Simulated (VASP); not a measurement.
All values below come from r2SCAN meta-GGA, VASP's PBE PAW potentials (set 64) (plane waves; VASP).

VASP ran on this input.

INCAR:
```
ALGO = Normal
EDIFF = 1E-6
EDIFFG = -0.01
ENCUT = 400
IBRION = 2
ISIF = 3
ISMEAR = 1
LASPH = T
LCHARG = F
LMAXMIX = 6
LMIXTAU = T
LREAL = F
LWAVE = F
METAGGA = R2SCAN
NELM = 100
NSW = 60
PREC = Accurate
SIGMA = 0.1
SYSTEM = Pt
```

### KPOINTS
```
Automatic mesh
0
gamma
 14 14 7
0 0 0
```

**POSCAR**
```
Pt
1.0
  2.7368793184   0.0000000000   0.0000000000
 -1.3684396592   2.3702066744   0.0000000000
  0.0000000000   0.0000000000   4.7597519768
Pt
2
Cartesian
  1.3684410276   0.7900681014   3.5698139826
 -0.0000013684   1.5801385730   1.1899379942
```

POTCAR, in this order: Pt (PBE.64 set). Program: vasp_std.

The run wrote:

### OSZICAR
```
       N       E                     dE             d eps       ncg     rms          rms(c)
DAV:   1    -0.624535088230E+01   -0.62454E+01   -0.95554E+03  2712   0.115E+03
DAV:   2    -0.107920731672E+03   -0.10168E+03   -0.97560E+02  3024   0.254E+02
DAV:   3    -0.109475075735E+03   -0.15543E+01   -0.15406E+01  3174   0.333E+01
DAV:   4    -0.109483584926E+03   -0.85092E-02   -0.85083E-02  3174   0.253E+00
DAV:   5    -0.109483678398E+03   -0.93473E-04   -0.93474E-04  3258   0.274E-01    0.178E+01
DAV:   6    -0.103066848111E+03    0.64168E+01   -0.35496E+00  2820   0.193E+01    0.981E+00
DAV:   7    -0.102262513421E+03    0.80433E+00   -0.71237E-01  2976   0.768E+00    0.290E+00
DAV:   8    -0.104078381506E+03   -0.18159E+01   -0.15383E+00  2844   0.102E+01    0.264E+00
DAV:   9    -0.102744609009E+03    0.13338E+01   -0.55143E-01  2820   0.646E+00    0.124E-01
DAV:  10    -0.102886882826E+03   -0.14227E+00   -0.83479E-02  2808   0.277E+00    0.669E-01
DAV:  11    -0.102885593933E+03    0.12889E-02   -0.18460E-03  3258   0.405E-01    0.584E-01
DAV:  12    -0.102881463761E+03    0.41302E-02   -0.13429E-03  3036   0.386E-01    0.488E-01
DAV:  13    -0.102884634848E+03   -0.31711E-02   -0.24437E-02  2790   0.155E+00    0.447E-01
DAV:  14    -0.102884912428E+03   -0.27758E-03   -0.78358E-04  2916   0.273E-01    0.333E-01
DAV:  15    -0.102884261902E+03    0.65053E-03   -0.14334E-03  2766   0.387E-01    0.886E-02
DAV:  16    -0.102884237417E+03    0.24484E-04   -0.33578E-04  2850   0.184E-01    0.353E-02
DAV:  17    -0.102884287631E+03   -0.50213E-04   -0.51804E-05  3216   0.693E-02    0.117E-02
DAV:  18    -0.102884309459E+03   -0.21828E-04   -0.20238E-05  2820   0.461E-02    0.107E-02
DAV:  19    -0.102884315498E+03   -0.60392E-05   -0.79106E-06  2922   0.268E-02    0.343E-03
DAV:  20    -0.102884315064E+03    0.43367E-06   -0.63586E-07  1416   0.788E-03
   1 F= -.10288432E+03 E0= -.10288446E+03  d E =-.102884E+03
```

File OUTCAR:
```
------------------------ aborting loop because EDIFF is reached ----------------------------------------
  FORCE on cell =-STRESS in cart. coord.  units (eV):
  Direction    XX          YY          ZZ          XY          YZ          ZX
  --------------------------------------------------------------------------------------
  Total       -0.0146875     -0.0146875     -0.0196832      0.0000000      0.0000000      0.0000000
  in kB       -0.7621361     -0.7621359     -1.0213640      0.0000000      0.0000000      0.0000000
  external PRESSURE =      -0.8485453 kB  Pullay stress =       0.0000000 kB
  volume of cell :       30.88
      direct lattice vectors                 reciprocal lattice vectors
     2.736879318  0.000000000  0.000000000     0.365379647  0.210952068  0.000000000
    -1.368439659  2.370206674  0.000000000     0.000000000  0.421904136  0.000000000
     0.000000000  0.000000000  4.759751977     0.000000000  0.000000000  0.210094981
 POSITION                                       TOTAL-FORCE (eV/Angst)
 -----------------------------------------------------------------------------------
      1.36844      0.79007      3.56981         0.000000      0.000000      0.000000
     -0.00000      1.58014      1.18994        -0.000000     -0.000000      0.000000
 -----------------------------------------------------------------------------------
    total drift:                               -0.000102      0.000059     -0.000029
  FREE ENERGIE OF THE ION-ELECTRON SYSTEM (eV)
  ---------------------------------------------------
  free  energy   TOTEN  =      -102.8843150642 eV

  energy  without entropy=     -102.8847638165  energy(sigma->0) =     -102.88446465

 reached required accuracy - stopping structural energy minimisation
```
(Selected blocks of OUTCAR.)

The structure comes from a computed database's Pt entry (P6_3/mmc); how it stands against other phases isn't given here. It was relaxed first. The start is the result of an earlier pass.
